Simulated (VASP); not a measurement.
Consider the following.

```
NiSi2
1.0
    0.00000     2.77303     2.76977
    2.76414     0.00000     2.76977
    2.76414     2.77303     0.00000
Si Ni
2 1
Direct
  0.25000   0.25000   0.25000
  0.75000   0.75000   0.75000
  0.99273   0.00727   0.00727
```

The numbers are results of PBE GGA + U (Dudarev), VASP's PBE PAW potentials (set 64) (plane waves; VASP), not measurements. Settings: 400 eV cut-off, 9×9×9 Γ-centred mesh, first-order Methfessel-Paxton smearing of 0.10 eV, potentials Si Ni, U − J: Ni 2.00 eV.

Task: Estimate the energy per atom (σ→0), pressure, largest force, band gap (on the k-mesh) with the smallest direct gap where there is one.

Result: 
The band gap (on the k-mesh) comes out as none (metal, semimetal or under 0.01 eV). The energy per atom (σ→0) is -5.352 eV/atom and the pressure is -7.80 GPa. The largest force is 0.286 eV/Å.

The compound is NiSi2 in the fluorite structure. The cell was not relaxed at this level, atoms are displaced from their ideal sites. The run is one of a series of settings (LDAU = .TRUE., LDAUJ = 0 0, LDAUL = -1 2, LDAUTYPE = 2, LDAUU = 0 2.0 against the base run), some of them coarse on purpose. The run is not spin-polarised, so no magnetic state was tried.
